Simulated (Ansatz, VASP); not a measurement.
# Hf (Hafnium): VASP beside Ansatz, part 2 of 2

Aim: how closely do two programs agree when they are given the same cell, functional and k mesh? The cell is taken from a series of runs on this material, whose earlier steps may have relaxed, scaled, displaced or heated it; both programs get it as it stands.

VASP 6.6.1 and Ansatz 0.2.0.

So far: Set-up; VASP: zone-centre phonons, PBEsol.

## (3) Ansatz: zone-centre phonons, PBEsol

Level of this step: Ansatz beside VASP: Kohn-Sham DFT, plane waves, PBEsol (Ansatz).

Ansatz runs on its PAW soft_1 files.

The same cell, functional, mesh and smearing now go to Ansatz, which takes its cutoff from its data sets.

Contents of input.yaml:

```yaml
crystal:
  lattice:
    - [3.223630525, 0.0, 0.0]
    - [-1.6118152625, 2.7917459271, 0.0]
    - [0.0, 0.0, 4.9267063221]
  atoms:
    - { symbol: Hf, position: [0.3333333333, 0.6666666667, 0.25] }
    - { symbol: Hf, position: [0.6666666667, 0.3333333333, 0.75] }
kpoints:
  mp_grid: { grid: [15, 15, 8] }
hamiltonian:
  xc: pbesol
  pseudopotentials: { kind: paw, azcp: { folder: soft_1 }, xc_functional: pbe }
scf:
  occupations: { method: methfessel_paxton, width: 0.2 }
output:
  eigenvalues: true
phonons:
  method: dfpt
```

Started as:

```bash
$ ansatz run input.yaml --threads 4 --pin off --max-ram 10240MiB --backend cpu --events-out ev --progress --plain --runs-dir out
```

Numbers of over 12 decimals in the logs are rounded to 6 here.

The program printed:

```text
zone centre: on kpoints.mp_grid the ground state, and the responses unless they are solved on pairs of k-points, stand on 320 of the mesh's 1800 k-points, reduced under 4 symmetry operations, with k and −k counted as one. Each operation leaves every solved displacement unchanged or reverses it
Engine: ansatz 0.2.0, x86_64-unknown-linux-gnu
Pseudopotentials: kind: paw
Pseudopotential: Hf, paw, valence charge 26, recommended cutoff 420 eV (normal), soft_1/Hf.paw.azcp
Functional definition: PBEsol
  exchange = pbesol_x
  correlation = pbesol_c
Crystal: 2 atoms, lattice volume = 44.338 Å³
Basis set: ecut = 420 eV, 881 PW (Γ), exchange–correlation on 48×48×72 points (8 copies of the dense FFT grid, shifted against one another)
Bands: 32, of which v1, the nominal top of the filled ones, is band 26 counted from 1 (25 counted from 0)
Symmetry: 24 space group operations
k-points: 320 of 1800 (irreducible under 4 space group operations, time reversal used)
Non-local potential: Hf, projectors of the file, l = 0: 3, l = 1: 2, l = 2: 2, l = 3: 3
PAW form: soft (Blöchl's): semilocal exchange-correlation on the pseudo side does not see the compensation charge
PAW frozen core: Hf, regenerated for the run's functional, and the local potential with it (the file was generated under x = pbe(κ = 0.804, μ = 0.219515), c = pbe(β = 0.066725))
PAW one-centre angular grid: Hf, 590 points (default); XC on 64 Gauss nodes
Initial density: superposition of atomic densities (chi_scale 0.1, normalization cell)
Initial wavefunctions: pseudopotential atomic-orbital guess
Functional: x = pbesol(κ = 0.804, μ = 0.123457), c = pbesol(β = 0.046)
SCF iter   1: F=—  HF=-31197.840039 eV  |F-HF|=—  |Δ(HF+E_count)|=         —  Δρ=3.59e-2  dr2=6.98e-1  ethr=3.10e-3  ⟨swp⟩=5.2  Hψ=34988  notcnv=0
preconditioner: auto → Kerker (q_TF=auto, 2.802 Å⁻¹)  [metal: Δε(μ)=0.044 eV  Ē_g=16.880 eV  σ=0.200 eV  W_gap=0.18  n_scr=22 (ndim 8)  ℏωp=38.6 eV  f_vac=0.000  D(μ)=1.18/eV (n_scr^D=2)]
SCF iter   2: F=—  HF=-31197.688126 eV  |F-HF|=—  |Δ(HF+E_count)|=   1.52e-1  S|Δr|=    0.00e0  Δρ=2.27e-2  dr2=2.76e-1  ethr=1.34e-3  ⟨swp⟩=3.2  Hψ=19928  notcnv=0  defer=126
SCF iter   3: F=—  HF=-31197.629637 eV  |F-HF|=—  |Δ(HF+E_count)|=   5.85e-2  S|Δr|=    0.00e0  Δρ=9.34e-3  dr2=4.64e-2  ethr=5.31e-4  ⟨swp⟩=2.0  Hψ=16036  notcnv=0  defer=126
SCF iter   4: F=—  HF=-31197.581056 eV  |F-HF|=—  |Δ(HF+E_count)|=   4.86e-2  S|Δr|=    0.00e0  Δρ=3.10e-3  dr2=2.18e-3  ethr=8.92e-5  ⟨swp⟩=2.1  Hψ=18600  notcnv=0  defer=126
SCF iter   5: F=—  HF=-31197.582147 eV  |F-HF|=—  |Δ(HF+E_count)|=   1.09e-3  S|Δr|=    0.00e0  Δρ=6.76e-4  dr2=2.06e-4  ethr=4.19e-6  ⟨swp⟩=2.3  Hψ=15333  notcnv=0  defer=123
SCF iter   6: F=—  HF=-31197.582348 eV  |F-HF|=—  |Δ(HF+E_count)|=   2.01e-4  S|Δr|=    0.00e0  Δρ=1.55e-4  dr2=9.36e-6  ethr=3.96e-7  ⟨swp⟩=2.1  Hψ=18638  notcnv=0  defer=123
SCF iter   7: F=—  HF=-31197.582364 eV  |F-HF|=—  |Δ(HF+E_count)|=   1.59e-5  S|Δr|=    0.00e0  Δρ=3.63e-5  dr2=6.90e-7  ethr=1.80e-8  ⟨swp⟩=2.4  Hψ=19216  notcnv=0  defer=123
SCF iter   8: F=—  HF=-31197.582364 eV  |F-HF|=—  |Δ(HF+E_count)|=  3.93e-10  S|Δr|=    0.00e0  Δρ=7.68e-6  dr2=3.22e-8  ethr=1.33e-9  ⟨swp⟩=2.4  Hψ=15614  notcnv=0  defer=143
SCF iter   9: F=—  HF=-31197.582364 eV  |F-HF|=—  |Δ(HF+E_count)|=   7.65e-9  S|Δr|=    0.00e0  Δρ=1.62e-6  dr2=9.85e-10  ethr=6.20e-11  ⟨swp⟩=2.7  Hψ=18874  notcnv=0  defer=143
SCF iter  10: F=—  HF=-31197.582364 eV  |F-HF|=—  |Δ(HF+E_count)|=  3.64e-12  S|Δr|=    0.00e0  Δρ=2.87e-7  dr2=3.56e-11  ethr=1.89e-12  ⟨swp⟩=2.6  Hψ=17412  notcnv=0  defer=143
SCF iter  11: F=-31197.582364 eV  HF=-31197.582364 eV  |F-HF|=7.28e-12  |Δ(HF+E_count)|=  7.28e-12  S|Δr|=    0.00e0  Δρ=1.05e-7  dr2=2.19e-12  ethr=1.00e-12  ⟨swp⟩=11.1  Hψ=64770  notcnv=0
SCF 1 converged in 11 iterations: F = -31197.582364 eV  dr2 = 2.19e-12
  greatest PAW one-centre occupation: 0.998 electrons in one spin orbital (limit 2), on the Hf atom at site 1 (counted from 0), in its partial waves of l = 0
DFPT response loops at Γ: preconditioner auto → Kerker (q_TF=auto, 2.802 Å⁻¹) (partly filled bands, converged f_vac=0.000); β = 1.00, the filter's whole step (`scf.mixing.beta` (0.50) is not read by the response loops under this deck's `scf.mixing.preconditioner`; to damp them name `kerker` or `kerker_dos`, under which they read `scf.mixing.beta`, and type it under 1.00, their step now; both keys bind the ground state too); Broyden in place of MSR1
SCF converged after 11 iterations
Stability not checked: this state was not tested for a lower state beside it, because cold or Methfessel-Paxton smearing, or corrected tetrahedra, fill the levels in a way that the test cannot read (fill_not_monotonic; see scf.lower_state_search)
Free energy (F): -31197.582364 eV
Harris-Foulkes:  -31197.582364 eV  (|F-HF|=7.28e-12)
Internal energy: -31197.588267 eV  (E = F + TS)
E sigma→0 (E₀):  -31197.583840 eV
Entropy (-TS):   0.005903 eV (2.952 meV/atom)
Fermi energy:    18.210263 eV
--- Per-component energies (eV) ---
  E_band       = -15.715488
  E_kinetic    = 818.783937
  E_local      = -12599.589020  (includes V_loc(G=0)·N_el)
  E_nonlocal   = 129.241852
  E_hartree    = 6133.193661
  E_xc         = -529.151967
  E_vxc        = -509.065369  (∫ρ·V_xc dr)
  E_paw        = -15150.762372  (= ΣΔE_a)
  E_vpaw       = -121.474340  (= ΣTr[D̂ρ^β])
  E_aug_tail   = 0.000179  (compensation charges beyond the density's cutoff)
  E_ewald      = -10001.806650
  E_core_change = 2.502112  (= ΣΔE_core)
  E_smearing   = 0.005903  (= −TS)
  E_closure    = -0.000000  (closes the sum)
  Σ components = -31197.582364   (vs F -31197.582364, Δ=0.00e0)
--- Band table (eV; the first three rows and the last of 320) ---
  k-point 0: bands = [... 22 lower, 10.7650, 14.5106, 19.1785, 19.2607, 19.2607, 19.9563, 20.1850, 20.1850, ... 2 higher]
  k-point 1: bands = [... 22 lower, 10.9189, 14.4515, 18.9291, 19.1403, 19.1403, 19.8165, 20.0356, 20.0356, ... 2 higher]
  k-point 2: bands = [... 22 lower, 11.3638, 14.2030, 18.4810, 18.9802, 18.9802, 19.4391, 19.6954, 19.6954, ... 2 higher]
  k-point 319: bands = [... 22 lower, 15.2473, 15.2473, 17.4138, 17.4138, 18.1546, 18.1546, 20.3893, 20.3893, ... 2 higher]
--- Phonons (Γ-DFPT): 2 representative perturbations + reference, on 320 of 1800 k-points (Σ response iterations 6) ---
  k mesh reduced under 4 symmetry operations, with k and −k counted as one. Each operation leaves every solved displacement unchanged or reverses it
  ASR residual: 3.628e-5 → 0.000e0 eV/Å²; symmetrization residual: 2.693e-12 eV/Å²
  ASR residual per site (eV/Å²): 3.63e-5 3.63e-5
  Γ frequencies (cm⁻¹): 0.00 0.00 0.00 83.64 83.64 118.24
  non-analytic LO–TO correction: not included (Born effective charges unavailable; polar crystals: no LO–TO splitting at Γ)
```

## (4) Side by side

Known differences besides the potentials themselves: the data sets hold 52 valence electrons in Ansatz (on its PAW soft_1 files) and 20 in VASP; the cutoff is 420 eV in Ansatz and 500 eV in VASP; Ansatz makes its cores anew for this functional, VASP keeps those of its PBE data sets. Total energies have different zeros and are not compared.

Both answers:

| quantity | Ansatz | VASP | difference |
| --- | --- | --- | --- |
| optical mode 1 to 2 (cm⁻¹) | 83.6 | 84.0 | -0.46 % |
| optical mode 3 (cm⁻¹) | 118.2 | 116.6 | +1.38 % |

Modes are paired by rising frequency, not by their patterns, so a pair may set unlike modes beside each other; they are those without the splitting of longitudinal modes.

## (5) Outcome

* r.m.s. difference of the optical zone-centre modes, each program's sorted by frequency (zone-centre phonons, PBEsol): 0.98 cm⁻¹
* difference in optical mode 3 (zone-centre phonons, PBEsol): +1.4 %

The r.m.s. difference of the optical zone-centre modes, each program's sorted by frequency is 0.98 cm⁻¹ (zone-centre phonons, PBEsol). The data sets hold unlike numbers of valence electrons (52 in Ansatz and 20 in VASP), so part of the differences comes from the potentials. Among the rows given in per cent, the largest difference of the zone-centre phonons, PBEsol pair is in optical mode 3, +1.4 %. Such differences can come from data sets, numerical settings and the points named under the comparisons, not from the functional's error against experiment.

[Lines on the potential files, build, host, timing and source positions are cut from VASP's logs without a mark.]

[Logs are printed without paths, hosts, clocks, repeated set-up lines and the standing remarks that a program may print on its own settings, such as how far it seeks lower states.]

[Hosts, paths, dates, database ids (printed as entryN), source tags and the programs' standing remarks are cut or masked in the printed files.]
